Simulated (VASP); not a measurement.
Here is a VASP 6.6.1 calculation.

INCAR

```
SYSTEM = Be3Se2O
PREC     = Normal         ! precision mode
ENCUT    = 520            ! plane-wave cutoff, eV
EDIFF    = 1E-4           ! SCF threshold, eV
ISMEAR   = 0              ! smearing method
SIGMA    = 0.15           ! smearing width, eV
LREAL    = .FALSE.        ! projectors in reciprocal space
LASPH    = .TRUE.         ! aspherical terms in the spheres
NELM     = 60             ! most SCF steps
ALGO     = Fast           ! electronic algorithm
ISIF     = 3              ! what is computed and relaxed
LWAVE    = .FALSE.        ! write WAVECAR
LCHARG   = .FALSE.        ! write CHGCAR
GGA      = PE             ! functional
IBRION   = 2              ! ionic algorithm
NSW      = 24             ! ionic steps
EDIFFG   = -0.08          ! ionic threshold
KPAR     = 2
```

The input KPOINTS:

```
regular mesh
0
G
  3 3 3
  0 0 0
```

POSCAR

```
Be3Se2O
1.0
    5.0953797500      0.0000000000      0.0000000000
   -2.5476898700      4.4127283000      0.0000000000
    0.0000000000      0.0000000000      4.5591253000
Be Se O
3 2 1
Direct
    0.2153655200      0.0000000000      0.5000000000
    0.0000000000      0.2153655200      0.5000000000
    0.7846344800      0.7846344800      0.5000000000
    0.3333333300      0.6666666700      0.5000000000
    0.6666666700      0.3333333300      0.5000000000
    0.0000000000      0.0000000000      0.0000000000
```

Potentials or basis: VASP PAW PBE potentials, release 64 (Be, Se, O).

The run is started by

```sh
$ cat potpaw_PBE.64/Be/POTCAR potpaw_PBE.64/Se/POTCAR potpaw_PBE.64/O/POTCAR > POTCAR
$ mpirun -np 2 vasp_std > vasp.out
```

(1) What does it give for the relaxed cell?

(2) Estimate the band gap on the k mesh.

(3) Predict the space group after relaxing (to 0.05 Å).

Results:

(1) a = 5.585 Å, b = 5.585 Å, c = 3.077 Å, α = 90.00°, β = 90.00°, γ = 120.00°.

(2) none (metal or under the smearing width).

(3) P-62m (No. 189).

Caveat: the k mesh is coarse (spacing up to 0.47 Å⁻¹), so the values aren't converged.
